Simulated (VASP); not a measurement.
Given:

```
BN
1.0
    0.00000     1.87884     1.87884
    1.80657     0.00000     1.87884
    1.80657     1.87884     0.00000
B N
1 1
Direct
  0.00000   0.00000   0.00000
  0.25000   0.25000   0.25000
```

The numbers are results of r2SCAN meta-GGA, VASP's PBE PAW potentials (set 64) (plane waves; VASP 6.6.1), not measurements. Numerical set-up: 600 eV cut-off, 12×12×12 Γ-centred mesh, Gaussian smearing of 0.050 eV, potentials B N.

### Question
What does the run give for the energy per atom (σ→0), pressure?

### Answer

energy per atom (σ→0): -9.534 eV/atom
pressure: -26.53 GPa

The compound is BN in the zinc blende structure. This cell was strained or had an atom moved on purpose.
